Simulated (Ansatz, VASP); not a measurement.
## Cross-check of Ge (Germanium) between VASP and Ansatz

Wanted: the spread between two codes on one cell, functional and k mesh. The structure shown is the start of the Ansatz relaxation below; VASP solves that cell, so the two are compared at the walk's first step.

Program: Ansatz 0.2.0. Level of theory: plane waves, with VASP 6.6.1 beside it; single point at LDA. Results are calculated unless marked as measured.

## 1. Set-up

Symmetry: R-3m, No. 166, trigonal system. Conventional cell: a = 3.816 Å, b = 3.816 Å, c = 9.858 Å, α = 90.00°, β = 90.00°, γ = 120.00°. Ge has 4 Ge at 2.37 to 2.43 Å nearest.

## 2. Ansatz: relaxation, LDA

Ansatz runs on its PAW soft_1 files.

The two programs are compared at the cell with which this relaxation starts, whose forces are those of its first step.

Input file input.yaml:

```yaml
crystal:
  lattice:
    - [0.0983296536, 2.796612543, 2.796612543]
    - [2.796612543, 0.0983296536, 2.796612543]
    - [2.796612543, 2.796612543, 0.0983296536]
  atoms:
    - { symbol: Ge, position: [0.5019894102, 0.5019894102, 0.5019894102] }
    - { symbol: Ge, position: [0.7480105898, 0.7480105898, 0.7480105898] }
  conventional_axes: [[-1, 1, 0], [0, -1, 1], [1, 1, 1]]
kpoints:
  mp_grid: { grid: [16, 16, 16] }
hamiltonian:
  xc: lda
  pseudopotentials: { kind: paw, azcp: { folder: soft_1 }, xc_functional: pbe }
scf:
  occupations: { method: methfessel_paxton, width: 0.2 }
output:
  forces: true
  stress: true
  eigenvalues: true
relax:
  adjacent_minimum: "off"
  f_tol: 0.001
  max_steps: 60
  cell: { stress_tol: 0.01, fix: [a, b, gamma] }
```

Run with:

```console
> ansatz run input.yaml --threads 4 --pin off --max-ram 10240MiB --backend cpu --events-out ev --progress --plain --runs-dir out
```

Numbers of over 12 decimals in the logs are rounded to 6 here.

Output:

```text
Engine: ansatz 0.2.0, aarch64-unknown-linux-gnu
Pseudopotentials: kind: paw
Pseudopotential: Ge, paw, valence charge 14, recommended cutoff 420 eV (normal), soft_1/Ge.paw.azcp
Functional definition: SPW92
  exchange = slater_x
  correlation = pw_c
Crystal: 2 atoms, lattice volume = 41.439 Å³
Basis set: ecut = 420 eV, 821 PW (Γ)
Bands: 18, of which v1, the nominal top of the filled ones, is band 14 counted from 1 (13 counted from 0)
Symmetry: 12 space group operations
Space group: R-3m (ITA 166), of the structure as read, at distance tolerance 3.5e-5 Å
k-points: 417 of 4096
Non-local potential: Ge, projectors of the file, l = 0: 2, l = 1: 2, l = 2: 3, l = 3: 1
PAW form: soft (Blöchl's): semilocal exchange-correlation on the pseudo side does not see the compensation charge
PAW frozen core: Ge, regenerated for the run's functional, and the local potential with it (the file was generated under x = pbe(κ = 0.804, μ = 0.219515), c = pbe(β = 0.066725))
PAW one-centre angular grid: Ge, 590 points (default); XC on 64 Gauss nodes
Initial density: superposition of atomic densities (chi_scale 0.1, normalization cell)
Initial wavefunctions: pseudopotential atomic-orbital guess
Functional: x = slater, c = lda
SCF iter   1: F=—  HF=-8431.529665 eV  |F-HF|=—  |Δ(HF+E_count)|=         —  Δρ=3.91e-2  dr2=5.82e-1  ethr=3.10e-3  ⟨swp⟩=5.1  Hψ=34983  notcnv=0
preconditioner: auto → none  [insulator: Δε(μ)=0.154 eV  Ē_g=23.806 eV  σ=0.200 eV  W_gap=0.59  n_scr=14 (ndim 8)  ℏωp=30.5 eV  f_vac=0.000  D(μ)=0.02/eV (n_scr^D=0)  ε∞_Penn≈2.6]
SCF iter   2: F=—  HF=-8431.383428 eV  |F-HF|=—  |Δ(HF+E_count)|=   1.46e-1  S|Δr|=    0.00e0  Δρ=1.73e-2  dr2=8.87e-2  ethr=2.08e-3  ⟨swp⟩=2.0  Hψ=12261  notcnv=0
SCF iter   3: F=—  HF=-8431.367876 eV  |F-HF|=—  |Δ(HF+E_count)|=   1.56e-2  S|Δr|=    0.00e0  Δρ=2.98e-3  dr2=1.02e-3  ethr=3.17e-4  ⟨swp⟩=2.1  Hψ=9428  notcnv=0
SCF iter   4: F=—  HF=-8431.367777 eV  |F-HF|=—  |Δ(HF+E_count)|=   9.90e-5  S|Δr|=    0.00e0  Δρ=5.31e-4  dr2=7.79e-5  ethr=3.65e-6  ⟨swp⟩=2.0  Hψ=13314  notcnv=0
SCF iter   5: F=—  HF=-8431.367652 eV  |F-HF|=—  |Δ(HF+E_count)|=   1.25e-4  S|Δr|=    0.00e0  Δρ=1.12e-4  dr2=3.05e-6  ethr=2.78e-7  ⟨swp⟩=2.0  Hψ=13351  notcnv=0
SCF iter   6: F=—  HF=-8431.367651 eV  |F-HF|=—  |Δ(HF+E_count)|=   7.51e-7  S|Δr|=    0.00e0  Δρ=1.77e-5  dr2=1.01e-7  ethr=1.09e-8  ⟨swp⟩=2.0  Hψ=13352  notcnv=0
SCF iter   7: F=-8431.367651 eV  HF=-8431.367651 eV  |F-HF|=2.93e-9  |Δ(HF+E_count)|=   1.13e-7  S|Δr|=    0.00e0  Δρ=3.51e-6  dr2=2.63e-9  ethr=3.57e-10  ⟨swp⟩=5.0  Hψ=33715  notcnv=0
SCF 1 converged in 7 iterations: F = -8431.367651 eV  dr2 = 2.63e-9
  greatest PAW one-centre occupation: 0.998 electrons in one spin orbital (limit 2), on the Ge atom at site 1 (counted from 0), in its partial waves of l = 2
relax step   1: F+E_penalty+E_count = -8431.36765133 eV  Δ(F+E_penalty+E_count) = +0.000e0 eV  max|allowed force component| = 7.989e-2 eV/Å  Δτ_max = 0.0000 Å  P = +6.018 GPa  Ω = 41.439 Å³  fix = [a, b, gamma]  reactions: a +8.812, b +8.812 GPa  (7 SCF iters, dr2 threshold 1.00e-7 eV, accepted)
[...]
relax step   2: F+E_penalty+E_count = -8431.36888495 eV  Δ(F+E_penalty+E_count) = -1.234e-3 eV  max|allowed force component| = 8.770e-3 eV/Å  Δτ_max = 0.0069 Å  P = +5.515 GPa  Ω = 41.632 Å³  energy of the carried Pulay correction = -4.950e-5 eV  fix = [a, b, gamma]  reactions: a +8.297, b +8.297 GPa  (5 SCF iters, dr2 threshold 2.00e-7 eV, accepted)
[...]
relax step   3: F+E_penalty+E_count = -8431.36889415 eV  Δ(F+E_penalty+E_count) = -9.200e-6 eV  max|allowed force component| = 4.568e-4 eV/Å  Δτ_max = 0.0006 Å  P = +5.505 GPa  Ω = 41.633 Å³  energy of the carried Pulay correction = -4.974e-5 eV  fix = [a, b, gamma]  reactions: a +8.263, b +8.263 GPa  (5 SCF iters, dr2 threshold 5.93e-9 eV, accepted)
[...]
relax step   4: F+E_penalty+E_count = -8431.36889472 eV  Δ(F+E_penalty+E_count) = -5.647e-7 eV  max|allowed force component| = 2.432e-6 eV/Å  Δτ_max = 0.0000 Å  P = +5.509 GPa  Ω = 41.631 Å³  energy of the carried Pulay correction = -4.925e-5 eV  fix = [a, b, gamma]  reactions: a +8.264, b +8.264 GPa  (3 SCF iters, dr2 threshold 2.88e-10 eV, accepted)
[...]
relax step   5: F+E_penalty+E_count = -8431.36894091 eV  Δ(F+E_penalty+E_count) = -4.619e-5 eV  max|allowed force component| = 5.455e-6 eV/Å  Δτ_max = 0.0000 Å  P = +5.509 GPa  Ω = 41.631 Å³  fix = [a, b, gamma]  reactions: a +8.265, b +8.265 GPa  stress off target by 2.32e-3 GPa on what of the cell is left free  SCF on the basis re-selected at this cell (its energy is not comparable with the rows above)  (6 SCF iters)
basis re-selected at this cell: Δ(F+E_penalty+E_count) = -4.619e-5 eV, ΔP = +0.000 GPa vs the last step (what re-selecting the basis moved, of the pressure what is left beyond the Pulay correction that the steps carried, after the strain that the cell walked since its last selection, with what the two solves' SCF thresholds leave and, on support functions, any second-order correction that the steps lacked; it is no m [...]
SCF converged after 6 iterations
Stability not checked: this state was not tested for a lower state beside it, because cold or Methfessel-Paxton smearing, or corrected tetrahedra, fill the levels in a way that the test cannot read (fill_not_monotonic; see scf.lower_state_search)
Free energy (F): -8431.368941 eV
Harris-Foulkes:  -8431.368941 eV  (|F-HF|=1.82e-12)
Internal energy: -8431.369117 eV  (E = F + TS)
E sigma→0 (E₀):  -8431.368985 eV
Entropy (-TS):   0.000176 eV (0.088 meV/atom)
Fermi energy:    9.522685 eV
--- Per-component energies (eV) ---
  E_band       = -283.351989
  E_kinetic    = 189.105578
  E_local      = -4387.923966  (includes V_loc(G=0)·N_el)
  E_nonlocal   = 442.912928
  E_hartree    = 2098.596976
  E_xc         = -144.143998
  E_vxc        = -132.959784  (∫ρ·V_xc dr)
  E_paw        = -3869.646858  (= ΣΔE_a)
  E_vpaw       = -591.680702  (= ΣTr[D̂ρ^β])
  E_aug_tail   = 0.000024  (compensation charges beyond the density's cutoff)
  E_ewald      = -2764.086453
  E_core_change = 3.816653  (= ΣΔE_core)
  E_smearing   = 0.000176  (= −TS)
  E_closure    = 0.000000  (closes the sum)
  Σ components = -8431.368941   (vs F -8431.368941, Δ=0.00e0)
--- Forces (eV/Å), atoms counted from 1 ---
  atom   1  Ge     0.00000546     0.00000546     0.00000546
  atom   2  Ge    -0.00000546    -0.00000546    -0.00000546
  max |Σ_I F_I| component: 9.25e-18 eV/Å
--- Stress (GPa, compression-positive) ---
        5.509460      -2.755888      -2.755888
       -2.755888       5.509460      -2.755888
       -2.755888      -2.755888       5.509460
  P = ⅓ Tr σ = 5.5095 GPa (55.095 kbar)
--- Band table (eV; the first three rows and the last of 417) ---
  k-point 0: bands = [... 10 lower, -4.0918, 8.9421, 9.6117, 9.6117, 9.7147, 11.8564, 12.1591, 12.1591]
  k-point 1: bands = [... 10 lower, -4.0384, 8.4294, 8.9845, 9.4864, 10.2610, 12.0406, 12.3099, 12.4319]
  k-point 2: bands = [... 10 lower, -3.8793, 7.1876, 8.6670, 9.1923, 10.4019, 12.2070, 12.6574, 13.3639]
  k-point 416: bands = [... 10 lower, -2.0693, 1.2168, 8.2042, 8.2042, 10.3742, 13.4394, 13.4394, 16.7800]
--- Relaxed structure (4 steps of the walk, 4 accepted, 1 SCFs on fresh bases) ---
  F+E_penalty+E_count = -8431.36894091 eV   max|allowed force component| = 5.455e-6 eV/Å   (the final SCF, on the basis selected at the relaxed cell)
  cell:  # Å, volume = 41.6315 Å³
    - [0.107156, 2.805439, 2.805439]
    - [2.805439, 0.107156, 2.805439]
    - [2.805439, 2.805439, 0.107156]
  atoms:
    - { symbol: Ge, position: [0.502747, 0.502747, 0.502747] }
    - { symbol: Ge, position: [0.747253, 0.747253, 0.747253] }
```

Reading the cycles: dr2 is the Hartree energy of the density residual (eV), the measure of convergence; HF is the Harris–Foulkes estimate of the energy, which meets the free energy F at convergence.

## 3. VASP: single point, LDA, start cell, pair 1

The same cell, functional (in two slightly different forms), mesh and smearing now go to VASP, with its own data sets.

Lines of VASP's logs that name or quote its potential files are left out, and so is its time.

Input file INCAR:

```
SYSTEM = Ge
PREC = Accurate
ENCUT = 410
EDIFF = 1E-06
NELM = 120
ISMEAR = 1
SIGMA = 0.2
LREAL = .FALSE.
ALGO = Normal
GGA = CA
NBANDS = 20
LORBIT = 11
LWAVE = .FALSE.
LCHARG = .FALSE.
ISIF = 2
LASPH = .TRUE.
GGA_COMPAT = .FALSE.
KPAR = 2
```

Input file POSCAR:

```
Ge
1.0
    0.0983300000      2.7966130000      2.7966130000
    2.7966130000      0.0983300000      2.7966130000
    2.7966130000      2.7966130000      0.0983300000
Ge
2
Direct
    0.5019892627      0.5019892627      0.5019892627
    0.7480103859      0.7480103859      0.7480103859
```

Input file KPOINTS:

```
Automatic mesh
0
Gamma
16 16 16
0 0 0
```

Potentials, in the order of the species: Ge_d (LDA family, release 64).

Run with:

```console
> mpirun -np 2 vasp_std
```

Output:

```text
[banner, memory and clock lines left out]
running    2 mpi-ranks, on    1 nodes
 distrk:  each k-point on    1 cores,    2 groups
 distr:  one band on    1 cores,    1 groups

 POSCAR found type information on POSCAR Ge
 POSCAR found :  1 types and       2 ions
 LDA part: xc-table for (Slater(with rela. corr.)+CA(PZ))
 , standard interpolation
 POSCAR, INCAR and KPOINTS ok, starting setup
 FFT: planning ... GRIDC
 FFT: planning ... GRID_SOFT
 FFT: planning ... GRID
 WAVECAR not read
 entering main loop
       N       E                     dE             d eps       ncg     rms          rms(c)
DAV:   1     0.169804771862E+03    0.16980E+03   -0.13274E+04 18152   0.345E+03
DAV:   2     0.122884264910E+02   -0.15752E+03   -0.15329E+03 16716   0.533E+02
DAV:   3    -0.987377098489E+01   -0.22162E+02   -0.22026E+02 18772   0.135E+02
DAV:   4    -0.105102783673E+02   -0.63651E+00   -0.63615E+00 18780   0.273E+01
DAV:   5    -0.105200055443E+02   -0.97272E-02   -0.97269E-02 18704   0.357E+00    0.370E+00
DAV:   6    -0.103714423196E+02    0.14856E+00   -0.50496E-02 18352   0.166E+00    0.212E+00
DAV:   7    -0.103001451670E+02    0.71297E-01   -0.99047E-02 19976   0.225E+00    0.157E-01
DAV:   8    -0.103008453083E+02   -0.70014E-03   -0.75993E-03 18604   0.831E-01    0.592E-02
DAV:   9    -0.103008350959E+02    0.10212E-04   -0.21786E-04 19412   0.159E-01    0.291E-02
DAV:  10    -0.103008359077E+02   -0.81177E-06   -0.21065E-05 21860   0.452E-02    0.388E-03
DAV:  11    -0.103008357137E+02    0.19398E-06   -0.23585E-06 15260   0.145E-02
   1 F= -.10300836E+02 E0= -.10300916E+02  d E =0.241980E-03
```

OUTCAR, selected parts (step 3):

```text
ion  position               nearest neighbor table
   1  0.502  0.502  0.502-   2 2.37   2 2.37   2 2.37   2 2.43
   2  0.748  0.748  0.748-   1 2.37   1 2.37   1 2.37   1 2.43

  LATTYP: Found a trigonal (rhomboedric) cell.
 ALAT       =     3.9562301920
 COS(alpha) =     0.5348297962

 Subroutine GETGRP returns: Found 12 space group operations
 (whereof  6 operations were pure point group operations)

The static configuration has the point symmetry C_3v.
 The point group associated with its full space group is D_3d.

 Found    417 irreducible k-points:

   k-points           NKPTS =    417   k-points in BZ     NKDIM =    417   number of bands    NBANDS=     20

   dimension x,y,z NGX =    28 NGY =   28 NGZ =   28
   dimension x,y,z NGXF=    56 NGYF=   56 NGZF=   56

   ENCUT  =  410.0 eV  30.13 Ry    5.49 a.u.   6.53  6.53  6.53*2*pi/ulx,y,z

   NELECT =      28.0000    total number of electrons

 k-points in reciprocal lattice and weights: Automatic mesh
   0.00000000  0.00000000  0.00000000       0.000
   0.06250000  0.00000000  0.00000000       0.001
   0.12500000  0.00000000  0.00000000       0.001
   0.18750000  0.00000000  0.00000000       0.001
   0.25000000  0.00000000  0.00000000       0.001
   0.31250000 -0.00000000 -0.00000000       0.001
   0.37500000  0.00000000  0.00000000       0.001
   0.43750000  0.00000000 -0.00000000       0.001
   0.50000000  0.00000000  0.00000000       0.001
[...]
-0.43750000  0.50000000  0.43750000       0.001
   0.50000000  0.50000000  0.50000000       0.000

 average (electrostatic) potential at core
       1 -74.6052       2 -74.6052

 E-fermi :   5.7737

 k-point     1 :       0.0000    0.0000    0.0000
  band No.  band energies     occupation
    ...
     10     -19.1224      2.00000
     11      -7.8823      2.00000
     12       5.2788      2.00259
     13       5.8042      0.74551
     14       5.8042      0.74551
     15       6.0735     -0.05541
     16       8.0536     -0.00000
     17       8.4071     -0.00000
     18       8.4071     -0.00000
     19      12.1211      0.00000
    ...

 k-point     2 :       0.0625    0.0000    0.0000
  band No.  band energies     occupation
    ...
     10     -19.1132      2.00000
     11      -7.8288      2.00000
     12       4.7064      2.00000
     13       5.2694      2.00210
     14       5.6797      1.70645
     15       6.5822     -0.00000
     16       8.2602     -0.00000
     17       8.5596     -0.00000
     18       8.6636     -0.00000
     19      12.4427      0.00000
    ...

 k-point     3 :       0.1250    0.0000    0.0000
  band No.  band energies     occupation
    ...
     10     -19.1039      2.00000
     11      -7.6691      2.00000
     12       3.4305      2.00000
     13       4.9664      2.00000
     14       5.3866      2.01959
     15       6.7191     -0.00000
     16       8.4513     -0.00000
     17       8.9135     -0.00000
     18       9.5965     -0.00000
     19      13.2036      0.00000
    ...

  Total        1.5107342      1.5107342      1.5107342     -0.7270127     -0.7270127     -0.7270127
  in kB       58.4107311     58.4107311     58.4107311    -28.1090768    -28.1090768    -28.1090768
  external PRESSURE =      58.4107311 kB  Pullay stress =       0.0000000 kB

  energy-cutoff  :      410.00
  volume of cell :       41.44
      direct lattice vectors                 reciprocal lattice vectors
     0.098330000  2.796613000  2.796613000    -0.188504406  0.182101642  0.182101642
     2.796613000  0.098330000  2.796613000     0.182101642 -0.188504406  0.182101642
     2.796613000  2.796613000  0.098330000     0.182101642  0.182101642 -0.188504406

 POSITION                                       TOTAL-FORCE (eV/Angst)
 -----------------------------------------------------------------------------------
      2.85710      2.85710      2.85710         0.082834      0.082834      0.082834
      4.25734      4.25734      4.25734        -0.082834     -0.082834     -0.082834
 -----------------------------------------------------------------------------------
    total drift:                                0.000000      0.000000      0.000000

  FREE ENERGIE OF THE ION-ELECTRON SYSTEM (eV)
  ---------------------------------------------------
  free  energy   TOTEN  =       -10.3008357137 eV

  energy  without entropy=      -10.3010776937  energy(sigma->0) =      -10.30091637

 total charge
# of ion       s       p       d       tot
------------------------------------------
    1        1.136   1.359  10.038  12.533
    2        1.136   1.359  10.038  12.533
--------------------------------------------------
tot          2.271   2.718  20.076  25.065

[... 3 further parts left out ...]
```

The run ends at a pressure of 5.84 GPa, with forces up to 0.14 eV/Å.

## 4. Differences

Known differences besides the potentials themselves: the two LDA forms differ slightly; the cutoff is 420 eV in Ansatz and 410 eV in VASP; VASP's log shows a relativistic correction to its local exchange, Ansatz's none. Total energies have different zeros and are not compared.

Forces (eV/Å; atoms numbered as in POSCAR):

```tsv
atom	Ansatz x, y, z	VASP x, y, z
Ge1	0.080, 0.080, 0.080	0.083, 0.083, 0.083
Ge2	-0.080, -0.080, -0.080	-0.083, -0.083, -0.083
```

The forces differ by 2.9 meV/Å r.m.s., which is 3.5 % of the r.m.s. force of 0.083 eV/Å (both taken over all components).

## 5. Other set-ups

Further runs change the set-up of one program: Ansatz's method, potentials or start, or VASP's data sets, cutoff or form of LDA. The table gives that difference for each run.

```tsv
run	r.m.s. force difference (meV/Å)
as above	2.9
VASP with a cutoff of 500 eV (perhaps on Ansatz's relaxed cell)	2.9
```

## 6. Ansatz: relaxation, LDA

The two programs are compared at the cell with which this relaxation starts, whose forces are those of its first step. The cell compared in this pair holds 42.12 Å³, against 41.44 Å³ for the pair before.

The structure compared here is the start of the Ansatz relaxation; VASP solves that cell, so the two are compared at the walk's first step.

input.yaml, the sections that differ from step 2:

```yaml
crystal:
  lattice:
    - [0.0714030341, 2.797793037, 2.797793037]
    - [2.797793037, 0.0714030341, 2.797793037]
    - [2.797793037, 2.797793037, 0.0714030341]
  atoms:
    - { symbol: Ge, position: [0.501296463, 0.501296463, 0.501296463] }
    - { symbol: Ge, position: [0.748703537, 0.748703537, 0.748703537] }
  conventional_axes: [[-1, 1, 0], [0, -1, 1], [1, 1, 1]]
# kpoints, hamiltonian, scf, output, relax: as in step 2
```

Run with:

```console
> ansatz run input.yaml --threads 4 --pin off --max-ram 10240MiB --backend cpu --events-out ev --progress --plain --runs-dir out
```

Output:

```text
[...]
Crystal: 2 atoms, lattice volume = 42.124 Å³
Basis set: ecut = 420 eV, 851 PW (Γ)
Bands: 18, of which v1, the nominal top of the filled ones, is band 14 counted from 1 (13 counted from 0)
Symmetry: 12 space group operations
[...]
k-points: 417 of 4096
[...]
k-point 416: bands = [... 10 lower, -2.1404, 1.1090, 7.8999, 7.8999, 9.9045, 13.1205, 13.1205, 16.4427]
--- Relaxed structure (4 steps of the walk, 4 accepted, 1 SCFs on fresh bases) ---
[...]
cell:  # Å, volume = 42.3065 Å³
    - [0.079592, 2.805982, 2.805982]
    - [2.805982, 0.079592, 2.805982]
    - [2.805982, 2.805982, 0.079592]
  atoms:
    - { symbol: Ge, position: [0.501989, 0.501989, 0.501989] }
    - { symbol: Ge, position: [0.748011, 0.748011, 0.748011] }
[key lines of the parts left out:]
SCF converged after 6 iterations
Free energy (F): -8431.407589 eV
Fermi energy:    9.279846 eV
P = ⅓ Tr σ = 3.9918 GPa (39.918 kbar)
```

[end of part 1 of 2]

[Lines on the potential files, build, host, timing and source positions are cut from VASP's logs without a mark.]

[Logs are printed without paths, hosts, clocks, repeated set-up lines and the standing remarks that a program may print on its own settings, such as how far it seeks lower states.]

[Hosts, paths, dates, database ids (printed as entryN), source tags and the programs' standing remarks are cut or masked in the printed files.]

[Rows of further runs with another cutoff or data set may stand on the cell that Ansatz relaxed, not on the start cell of the pair above them.]
